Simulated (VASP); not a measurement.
```
CELL_PARAMETERS angstrom
      1.75617    -3.17305     0.00000
      1.75617     3.17305     0.00000
      0.00000     0.00000     5.75338
ATOMIC_POSITIONS crystal
  Ho 0.33333 0.66667 0.25000
  Ho 0.69194 0.35860 0.75000
```
Cell charge -0.1.

All values below come from PBE GGA, VASP's PBE PAW potentials (set 64) (plane waves; VASP). Settings: NELECT = 18.1, 400 eV cut-off, 11×11×6 Γ-centred mesh, Gaussian smearing of 0.050 eV, potentials Ho_3.

The 4f electrons are frozen in the core of the lanthanide potential, so 4f levels, which can set the real gap, and their magnetism are missing. The cell is charged, with a uniform compensating background.

Problem. Give the force on each atom (eV/Å).

Solution. 
| atom | Fx | Fy | Fz |
|---|---|---|---|
| Ho1 | 0.094 | -0.034 | 0.000 |
| Ho2 | -0.094 | 0.034 | 0.000 |

Problem. Give the stress tensor in GPa (positive for a compressed cell).

Solution. 
```
 2.25  -0.18   0.00
-0.18  -0.31   0.00
 0.00   0.00  -1.12
```
The pressure is its mean diagonal, 0.27 GPa.

The compound is Ho in the hcp structure. The cell was not relaxed at this level, atoms are displaced from their ideal sites. The run is one of a series of settings (ISMEAR = 0, NELECT = 18.1, SIGMA = 0.05 against the base run), some of them coarse on purpose.
